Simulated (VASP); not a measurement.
Consider the following.

```xyz
4
Lattice="4.0263 0.0000 0.0000 0.0000 4.0263 0.0000 0.0000 0.0000 4.0263" Properties=species:S:1:pos:R:3 pbc="T T T"
Pd     0.0000     0.0000     0.0000
Au     2.0132     2.0132     0.0000
Au     2.0132     0.0000     2.0132
Au     0.0000     2.0132     2.0132
```

Calculation: PBEsol GGA, VASP's PBE PAW potentials (set 64) (plane waves; VASP 6.6.1). Numerical set-up: 400 eV cut-off, Gaussian smearing of 0.050 eV, potentials Pd Au.

Q: Give the energies of bands 11 to 24 at the high-symmetry points, in eV from the Fermi level.

A: 
```json
[
 {"band": "11", "Γ": "-2.62", "X": "-3.73", "M": "-4.46", "R": "-3.67"},
 {"band": "12", "Γ": "-2.62", "X": "-3.57", "M": "-3.57", "R": "-3.67"},
 {"band": "13", "Γ": "-1.64", "X": "-3.19", "M": "-3.57", "R": "-1.62"},
 {"band": "14", "Γ": "-1.29", "X": "-3.19", "M": "-3.54", "R": "-1.62"},
 {"band": "15", "Γ": "-1.29", "X": "-3.05", "M": "-3.20", "R": "-1.62"},
 {"band": "16", "Γ": "-1.29", "X": "-2.33", "M": "-2.96", "R": "-0.87"},
 {"band": "17", "Γ": "-0.82", "X": "-2.02", "M": "-2.87", "R": "-0.87"},
 {"band": "18", "Γ": "-0.82", "X": "-2.02", "M": "-1.78", "R": "-0.87"},
 {"band": "19", "Γ": "-0.35", "X": "-1.57", "M": "-1.77", "R": "-0.87"},
 {"band": "20", "Γ": "-0.35", "X": "-1.29", "M": "-1.77", "R": "-0.72"},
 {"band": "21", "Γ": "-0.35", "X": "-1.28", "M": "0.21", "R": "-0.72"},
 {"band": "22", "Γ": "1.61", "X": "-0.36", "M": "0.21", "R": "-0.32"},
 {"band": "23", "Γ": "1.61", "X": "5.42", "M": "0.76", "R": "-0.32"},
 {"band": "24", "Γ": "1.61", "X": "6.78", "M": "1.26", "R": "-0.32"}
]
```

It has no gap at this level: it comes out as a metal or semimetal.

The structure was generated: Au3Pd was put into an ordered model structure (Pm-3m), which need not be its known phase. It was relaxed first. The electron count is odd and the run is not spin-polarised, which forces a metal.
